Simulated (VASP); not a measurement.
Here is the system:

```
ZrO2
1.0
    0.00000     2.59547     2.59547
    2.59547     0.00000     2.59547
    2.59547     2.59547     0.00000
Zr O
1 2
Direct
  0.00000   0.00000   0.00000
  0.25000   0.25000   0.25000
  0.75000   0.75000   0.75000
```

Method: PBE GGA, VASP's PBE PAW potentials (set 64) (plane waves; VASP 6.6.1). Settings: 400 eV cut-off, 11×11×11 Γ-centred mesh, Gaussian smearing of 0.020 eV, potentials Zr_sv O.

At this cut-off the stress carries a Pulay error, which pulls relaxed volumes low.

Q: What does the run give for the energy per atom (σ→0), pressure?

A: 
| Quantity | Result |
|---|---|
| energy per atom (σ→0) | -9.521 eV/atom |
| pressure | -14.85 GPa |

Total energies compare only between runs with the same potentials, cut-off and functional.

The structure comes from a computed database's ZrO2 entry; how it stands against other phases isn't given here. The cell was not relaxed at this level.
